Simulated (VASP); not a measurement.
An input for Quantum ESPRESSO's pw.x (written as the equivalent of a VASP run, and not itself run):

```
&CONTROL
  calculation = 'vc-relax'
  pseudo_dir = './pseudo'
  outdir = './out'
  tprnfor = .true.
  tstress = .true.
  nstep = 40
  forc_conv_thr = 0.00078
/
&SYSTEM
  ibrav = 0
  nat = 2
  ntyp = 2
  ecutwfc = 84
  occupations = 'smearing'
  smearing = 'gaussian'
  degauss = 0.003675
  input_dft = 'pbesol'
/
&ELECTRONS
  conv_thr = 7.3e-08
  electron_maxstep = 100
/
&IONS
/
&CELL
  press = 50
/
ATOMIC_SPECIES
  Sr 87.620 Sr.upf
  O 15.999 O.upf
CELL_PARAMETERS angstrom
     0.0000000    2.5255072    2.5255072
     2.5255072    0.0000000    2.5255072
     2.5255072    2.5255072   -0.0000000
ATOMIC_POSITIONS crystal
  Sr   0.0000000  0.0000000  0.0000000
  O    0.5000000  0.5000000  0.5000000
K_POINTS automatic
  9 9 9 0 0 0
```

Task: Translate this input to VASP (INCAR, KPOINTS, POSCAR, choice of POTCAR).

Result: One answer among several that fit: 
KPOINTS:
```
Automatic mesh
0
Gamma
9 9 9
0 0 0
```

**INCAR**
```
! general
SYSTEM  = SrO
PREC    = Accurate
ENCUT   = 620
LREAL   = .FALSE.
LASPH   = .TRUE.

! electronic loop
EDIFF   = 1E-6
NELM    = 100
ALGO    = Normal
LMAXMIX = 4

! smearing
ISMEAR  = 0
SIGMA   = 0.05

! functional
GGA     = PS

! ions
IBRION  = 2
NSW     = 40
ISIF    = 3
EDIFFG  = -0.02
PSTRESS = 50

! output
LWAVE   = .FALSE.
LCHARG  = .FALSE.
```

**POSCAR**
```
SrO
1.0
  0.0000000000   2.5255071756   2.5255071756
  2.5255071756   0.0000000000   2.5255071756
  2.5255071756   2.5255071756   0.0000000000
Sr O
1 1
Cartesian
  0.0000000000   0.0000000000   0.0000000000
  2.5255071756   2.5255071756   2.5255071756
```

POTCAR, in this order: Sr_sv O (PBE.64 set). Program: vasp_std.

Limits of the translation: the potentials are each code's own (VASP's PAW set, PseudoDojo norm-conserving files in pw.x), so ENCUT and ecutwfc are chosen apart and not converted; conv_thr bounds pw.x's estimated SCF error, while EDIFF bounds the energy change between steps; forc_conv_thr acts on force components and is met together with etot_conv_thr.

The structure was generated: SrO was put into the rock salt type (Fm-3m), which need not be its known phase. It was relaxed first under an external pressure of 5 GPa.
